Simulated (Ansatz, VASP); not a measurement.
# Cross-check of SiC between VASP and Ansatz, part 2 of 3

Aim: how closely do two programs agree when they are given the same cell, functional and k mesh? The cell is taken from a series of runs on this material, whose earlier steps may have relaxed, scaled, displaced or heated it; both programs get it as it stands.

VASP 6.6.1 and Ansatz 0.2.0.

So far: The starting structure; VASP: zone-centre phonons, LDA.

**2. VASP: zone-centre phonons, LDA (continued)**

Level of this step: LDA; plane waves and PAW (C, Si) (VASP).

OUTCAR, selected parts (step 2):

```text
ion  position               nearest neighbor table
   1  0.667  0.333  0.750-   7 1.87   7 1.87   7 1.87   5 1.90
   2  0.333  0.667  0.250-   8 1.87   8 1.87   8 1.87   6 1.90
   3  0.000  1.000  0.501-   6 1.88   6 1.88   6 1.88   7 1.89
   4  1.000  0.000  0.001-   5 1.88   5 1.88   5 1.88   8 1.89
   5  0.667  0.333  0.938-   4 1.88   4 1.88   4 1.88   1 1.90   7 3.08   7 3.08   7 3.08   8 3.08
                             8 3.08   8 3.08
   6  0.333  0.667  0.438-   3 1.88   3 1.88   3 1.88   2 1.90   8 3.08   8 3.08   8 3.08   7 3.08
                             7 3.08   7 3.08
   7  0.000  1.000  0.688-   1 1.87   1 1.87   1 1.87   3 1.89   5 3.08   5 3.08   5 3.08   6 3.08
                             6 3.08   6 3.08
   8  1.000  0.000  0.188-   2 1.87   2 1.87   2 1.87   4 1.89   6 3.08   6 3.08   6 3.08   5 3.08
                             5 3.08   5 3.08

  LATTYP: Found a hexagonal cell.
 ALAT       =     3.0557570942
 C/A-ratio  =     3.3092653320

 Subroutine GETGRP returns: Found 12 space group operations
 (whereof  6 operations were pure point group operations)

The static configuration has the point symmetry C_3v.
 The point group associated with its full space group is C_6v.

 Found     36 irreducible k-points:

   k-points           NKPTS =     36   k-points in BZ     NKDIM =     36   number of bands    NBANDS=     24

   dimension x,y,z NGX =    24 NGY =   24 NGZ =   84
   dimension x,y,z NGXF=    48 NGYF=   48 NGZF=  168

   ENCUT  =  600.0 eV  44.10 Ry    6.64 a.u.   6.10  6.10 20.20*2*pi/ulx,y,z

   NELECT =      32.0000    total number of electrons

 k-points in reciprocal lattice and weights: Automatic mesh
   0.00000000  0.00000000  0.00000000       0.003
   0.11111111  0.00000000  0.00000000       0.019
   0.22222222  0.00000000  0.00000000       0.019
   0.33333333  0.00000000  0.00000000       0.019
   0.44444444  0.00000000  0.00000000       0.019
   0.11111111  0.11111111  0.00000000       0.019
   0.22222222  0.11111111  0.00000000       0.037
   0.33333333  0.11111111  0.00000000       0.037
   0.44444444  0.11111111  0.00000000       0.019
[...]
0.33333333  0.22222222  0.50000000       0.037
   0.33333333  0.33333333  0.50000000       0.006

 average (electrostatic) potential at core
       1 -48.8372       2 -48.8372       3 -48.8913       4 -48.8913       5 -81.7890
       6 -81.7890       7 -81.7461       8 -81.7461

   1 f  =   27.209169 THz   170.960248 2PiTHz  907.600171 cm-1   112.528029 meV
             X         Y         Z           dx          dy          dz
      1.527879  0.882121  7.585183     0.000000    0.000000    0.205692
     -0.000000  1.764242  2.529027    -0.000000   -0.000000   -0.205692
     -1.527879  2.646363  5.063233     0.000000   -0.000000    0.580608
      3.055757  0.000000  0.007077    -0.000000   -0.000000   -0.580608
      1.527879  0.882121  9.481291    -0.000000    0.000000    0.176220
      0.000000  1.764242  4.425136     0.000000    0.000000   -0.176220
     -1.527879  2.646363  6.953290    -0.000000   -0.000000   -0.299218
      3.055757  0.000000  1.897134     0.000000    0.000000    0.299218

   2 f  =   26.959662 THz   169.392552 2PiTHz  899.277528 cm-1   111.496153 meV
             X         Y         Z           dx          dy          dz
      1.527879  0.882121  7.585183     0.000000    0.000000   -0.578211
     -0.000000  1.764242  2.529027    -0.000000    0.000000    0.578211
     -1.527879  2.646363  5.063233     0.000000   -0.000000    0.207794
      3.055757  0.000000  0.007077     0.000000    0.000000   -0.207794
      1.527879  0.882121  9.481291    -0.000000   -0.000000    0.299043
      0.000000  1.764242  4.425136    -0.000000    0.000000   -0.299043
     -1.527879  2.646363  6.953290    -0.000000   -0.000000    0.181843
      3.055757  0.000000  1.897134     0.000000   -0.000000   -0.181843

   3 f  =   24.749107 THz   155.503224 2PiTHz  825.541340 cm-1   102.354035 meV
             X         Y         Z           dx          dy          dz
      1.527879  0.882121  7.585183     0.000000   -0.000000   -0.475766
     -0.000000  1.764242  2.529027     0.000000   -0.000000   -0.475766
     -1.527879  2.646363  5.063233     0.000000   -0.000000    0.521207
      3.055757  0.000000  0.007077     0.000000   -0.000000    0.521207
      1.527879  0.882121  9.481291    -0.000000    0.000000   -0.042704
      0.000000  1.764242  4.425136    -0.000000    0.000000   -0.042704
     -1.527879  2.646363  6.953290    -0.000000    0.000000    0.012907
      3.055757  0.000000  1.897134    -0.000000    0.000000    0.012907

   4 f  =   23.883324 THz   150.063353 2PiTHz  796.661952 cm-1    98.773449 meV
             X         Y         Z           dx          dy          dz
      1.527879  0.882121  7.585183    -0.000004    0.410241   -0.000000
     -0.000000  1.764242  2.529027    -0.000004    0.410241   -0.000000
     -1.527879  2.646363  5.063233    -0.000004    0.426536    0.000000
      3.055757  0.000000  0.007077    -0.000004    0.426536    0.000000
      1.527879  0.882121  9.481291     0.000002   -0.277344   -0.000000
      0.000000  1.764242  4.425136     0.000002   -0.277344   -0.000000
     -1.527879  2.646363  6.953290     0.000002   -0.269907    0.000000
      3.055757  0.000000  1.897134     0.000002   -0.269907    0.000000

   5 f  =   23.883324 THz   150.063353 2PiTHz  796.661952 cm-1    98.773449 meV
             X         Y         Z           dx          dy          dz
      1.527879  0.882121  7.585183     0.410241    0.000004    0.000000
     -0.000000  1.764242  2.529027     0.410241    0.000004    0.000000
     -1.527879  2.646363  5.063233     0.426536    0.000004   -0.000000
      3.055757  0.000000  0.007077     0.426536    0.000004   -0.000000
      1.527879  0.882121  9.481291    -0.277344   -0.000002   -0.000000
      0.000000  1.764242  4.425136    -0.277344   -0.000002    0.000000
     -1.527879  2.646363  6.953290    -0.269907   -0.000002   -0.000000
      3.055757  0.000000  1.897134    -0.269907   -0.000002   -0.000000

   6 f  =   23.505852 THz   147.691622 2PiTHz  784.070814 cm-1    97.212348 meV
             X         Y         Z           dx          dy          dz
      1.527879  0.882121  7.585183    -0.000001   -0.470742   -0.000000
     -0.000000  1.764242  2.529027     0.000001    0.470742   -0.000000
     -1.527879  2.646363  5.063233     0.000001    0.376962   -0.000000
      3.055757  0.000000  0.007077    -0.000001   -0.376962   -0.000000
      1.527879  0.882121  9.481291     0.000000    0.264597    0.000000
      0.000000  1.764242  4.425136    -0.000000   -0.264597    0.000000
     -1.527879  2.646363  6.953290     0.000000    0.257468    0.000000
      3.055757  0.000000  1.897134    -0.000000   -0.257468    0.000000

   7 f  =   23.505852 THz   147.691622 2PiTHz  784.070814 cm-1    97.212348 meV
             X         Y         Z           dx          dy          dz
      1.527879  0.882121  7.585183     0.470742   -0.000001   -0.000000
     -0.000000  1.764242  2.529027    -0.470742    0.000001   -0.000000
     -1.527879  2.646363  5.063233    -0.376962    0.000001   -0.000000
      3.055757  0.000000  0.007077     0.376962   -0.000001    0.000000
      1.527879  0.882121  9.481291    -0.264597    0.000000    0.000000
      0.000000  1.764242  4.425136     0.264597   -0.000000   -0.000000
     -1.527879  2.646363  6.953290    -0.257468    0.000000   -0.000000
      3.055757  0.000000  1.897134     0.257468   -0.000000   -0.000000

   8 f  =   23.283887 THz   146.296977 2PiTHz  776.666873 cm-1    96.294376 meV
             X         Y         Z           dx          dy          dz
      1.527879  0.882121  7.585183    -0.000000   -0.373993   -0.000000
     -0.000000  1.764242  2.529027     0.000000    0.373993   -0.000000
     -1.527879  2.646363  5.063233    -0.000000   -0.469160   -0.000000
      3.055757  0.000000  0.007077     0.000000    0.469160   -0.000000
      1.527879  0.882121  9.481291    -0.000000   -0.259396    0.000000
      0.000000  1.764242  4.425136     0.000000    0.259396    0.000000
     -1.527879  2.646363  6.953290     0.000000    0.269690    0.000000
      3.055757  0.000000  1.897134    -0.000000   -0.269690    0.000000

   9 f  =   23.283887 THz   146.296977 2PiTHz  776.666873 cm-1    96.294376 meV
             X         Y         Z           dx          dy          dz
      1.527879  0.882121  7.585183     0.373993   -0.000000   -0.000000
     -0.000000  1.764242  2.529027    -0.373993    0.000000   -0.000000
     -1.527879  2.646363  5.063233     0.469160   -0.000000   -0.000000
      3.055757  0.000000  0.007077    -0.469160    0.000000   -0.000000
      1.527879  0.882121  9.481291     0.259396   -0.000000    0.000000
      0.000000  1.764242  4.425136    -0.259396    0.000000   -0.000000
     -1.527879  2.646363  6.953290    -0.269690    0.000000    0.000000
      3.055757  0.000000  1.897134     0.269690   -0.000000    0.000000

  10 f  =   23.076174 THz   144.991876 2PiTHz  769.738302 cm-1    95.435343 meV
             X         Y         Z           dx          dy          dz
      1.527879  0.882121  7.585183     0.000000    0.000000   -0.445279
     -0.000000  1.764242  2.529027     0.000000   -0.000000   -0.445279
     -1.527879  2.646363  5.063233    -0.000000    0.000000   -0.390350
      3.055757  0.000000  0.007077    -0.000000    0.000000   -0.390350
      1.527879  0.882121  9.481291     0.000000   -0.000000    0.277804
      0.000000  1.764242  4.425136     0.000000   -0.000000    0.277804
     -1.527879  2.646363  6.953290    -0.000000   -0.000000    0.268659
      3.055757  0.000000  1.897134    -0.000000    0.000000    0.268659

  11 f  =   23.012058 THz   144.589025 2PiTHz  767.599632 cm-1    95.170182 meV
             X         Y         Z           dx          dy          dz
      1.527879  0.882121  7.585183     0.000008    0.437717   -0.000000
     -0.000000  1.764242  2.529027     0.000008    0.437717   -0.000000
     -1.527879  2.646363  5.063233    -0.000007   -0.422804   -0.000000
      3.055757  0.000000  0.007077    -0.000007   -0.422804   -0.000000
    [... 145 further lines ...]
     -1.527879  2.646363  6.953290     0.000000   -0.000000   -0.418452
      3.055757  0.000000  1.897134     0.000000   -0.000000   -0.418452

 MACROSCOPIC STATIC DIELECTRIC TENSOR IONIC CONTRIBUTION
 ------------------------------------------------------
           3.256777     0.000000    -0.000000
           0.000000     3.256777     0.000000
          -0.000000     0.000000     3.741382
 ------------------------------------------------------

 ELASTIC MODULI CONTR FROM IONIC RELAXATION (kBar)
 Direction    XX          YY          ZZ          XY          YZ          ZX
 --------------------------------------------------------------------------------
 XX        -481.6460    262.8017    182.4341     -0.0000     -0.0000     -0.0000
 YY         262.8017   -481.6460    182.4341      0.0000     -0.0000      0.0000
 ZZ         182.4341    182.4341   -305.1377     -0.0000      0.0000     -0.0000
 XY          -0.0000      0.0000     -0.0000   -372.2238      0.0000     -0.0000
 YZ          -0.0000      0.0000      0.0000      0.0000   -112.3243     -0.0000
 ZX          -0.0000      0.0000     -0.0000      0.0000     -0.0000   -120.0524
 --------------------------------------------------------------------------------

 PIEZOELECTRIC TENSOR IONIC CONTR  for field in x, y, z        (C/m^2)
          XX          YY          ZZ          XY          YZ          ZX
  --------------------------------------------------------------------------------
  x     0.00000    -0.00000     0.00000     0.00000     0.00000     0.58714
  y     0.00000     0.00000    -0.00000     0.00000     0.56771     0.00000
  z     0.60105     0.60105    -1.00377    -0.00000     0.00000    -0.00000
```

(Part 2 of 3 ends here.)

[Lines on the potential files, build, host, timing and source positions are cut from VASP's logs without a mark.]

[Logs are printed without paths, hosts, clocks, repeated set-up lines and the standing remarks that a program may print on its own settings, such as how far it seeks lower states.]

[Hosts, paths, dates, database ids (printed as entryN), source tags and the programs' standing remarks are cut or masked in the printed files.]
